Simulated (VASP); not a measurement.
Input of a VASP 6.6.1 run:

The input INCAR:

```
SYSTEM = Ta
PREC = Accurate ; ENCUT = 520
EDIFF = 1E-7 ; ISMEAR = 0
SIGMA = 0.1 ; LREAL = .False.
LASPH = .True. ; NELM = 80
ALGO = Normal ; ISIF = 3
LWAVE = .False. ; LCHARG = .False.
GGA = PS ; IBRION = 2
NSW = 80 ; EDIFFG = -0.002
```

Contents of KPOINTS:

```
Automatic mesh
0
Gamma
  18 18 18
  0 0 0
```

Contents of POSCAR:

```
Ta
1.0
   -1.6512800000      1.6512800000      1.6512800000
    1.6512800000     -1.6512800000      1.6512800000
    1.6512800000      1.6512800000     -1.6512800000
Ta
1
Direct
    0.0000000000      0.0000000000      0.0000000000
```

Potentials or basis: VASP PAW PBE potentials, release 64 (Ta_pv).

The run is started by

```sh
$ cat potpaw_PBE.64/Ta_pv/POTCAR > POTCAR
$ mpirun -np 1 vasp_std > vasp.out
```

What does it give for the relaxed volume?

17.67 Å³/atom.

What does it give for the relaxed cell?

a = 2.842 Å, b = 2.842 Å, c = 2.842 Å, α = 109.47°, β = 109.47°, γ = 109.47°.

Predict the space group after relaxing (to 0.05 Å).

Im-3m (No. 229).

Estimate the band gap on the k mesh.

none (metal or under the smearing width).

The path:
| step | energy change (eV) | largest force (eV/Å) | pressure (GPa) | volume (Å³) |
| --- | --- | --- | --- | --- |
| 1 | 0.0000 | 0.0000 | -3.85 | 18.01 |
| 2 | 0.0188 | 0.0000 | 10.08 | 16.91 |
| 3 | -0.0042 | 0.0000 | -0.05 | 17.67 |
| 4 | -0.0042 | 0.0000 | 0.03 | 17.67 |
| 5 | -0.0042 | 0.0000 | -0.05 | 17.67 |
| 6 | -0.0042 | 0.0000 | 0.00 | 17.67 |

Caveat: the PAW data sets were made with another functional, which shifts forces and pressure a little. Spin-orbit coupling is left out, which matters for the levels of Ta.
